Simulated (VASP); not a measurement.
Input for VASP

### POSCAR
```
HgTe
1
    0.0000000000     3.2300000000     3.2300000000
    3.2300000000     0.0000000000     3.2300000000
    3.2300000000     3.2300000000     0.0000000000
Hg Te
1 1
Direct
  0.0000000000   0.0000000000   0.0000000000
  0.2500000000   0.2500000000   0.2500000000
```

### INCAR
```
SYSTEM = HgTe
PREC = Accurate
ENCUT = 520
EDIFF = 1E-6
NELM = 100
ALGO = Normal
LREAL = .FALSE.
LASPH = .TRUE.
ISMEAR = 0
SIGMA = 0.05
GGA = BO
PARAM1 = 0.1833333333
PARAM2 = 0.22
LUSE_VDW = .TRUE.
AGGAC = 0.0
LMAXMIX = 6
LWAVE = .FALSE.
LCHARG = .FALSE.
IBRION = 2
ISIF = 3
NSW = 60
EDIFFG = -0.01
```

### KPOINTS
```
Automatic mesh
0
Gamma
7 7 7
0 0 0
```

POTCAR, in this order: Hg Te (PBE.64 set). Program: vasp_std.

Translate this optB88-vdW calculation to Quantum ESPRESSO's pw.x.

One equivalent input (not run):
```
&CONTROL
  calculation = 'vc-relax'
  pseudo_dir = './pseudo'
  outdir = './out'
  tprnfor = .true.
  tstress = .true.
  nstep = 60
  forc_conv_thr = 0.00039
/
&SYSTEM
  ibrav = 0
  nat = 2
  ntyp = 2
  ecutwfc = 82.3
  occupations = 'smearing'
  smearing = 'gaussian'
  degauss = 0.003675
  input_dft = 'vdw-df-obk8'
/
&ELECTRONS
  conv_thr = 7.3e-08
  electron_maxstep = 100
/
&IONS
/
&CELL
/
ATOMIC_SPECIES
  Hg 200.592 Hg.upf
  Te 127.600 Te.upf
CELL_PARAMETERS angstrom
     0.0000000    3.2300000    3.2300000
     3.2300000    0.0000000    3.2300000
     3.2300000    3.2300000    0.0000000
ATOMIC_POSITIONS crystal
  Hg   0.0000000  0.0000000  0.0000000
  Te   0.2500000  0.2500000  0.2500000
K_POINTS automatic
  7 7 7 0 0 0
```
The two are equivalent in intent, not identical: the potentials are each code's own (VASP's PAW set, PseudoDojo norm-conserving files in pw.x), so ENCUT and ecutwfc are chosen apart and not converted; conv_thr bounds pw.x's estimated SCF error, while EDIFF bounds the energy change between steps; forc_conv_thr acts on force components and is met together with etot_conv_thr.

The compound is HgTe in the zinc blende structure. This run relaxes it. Symmetry was kept, so distortions that lower it aren't found.
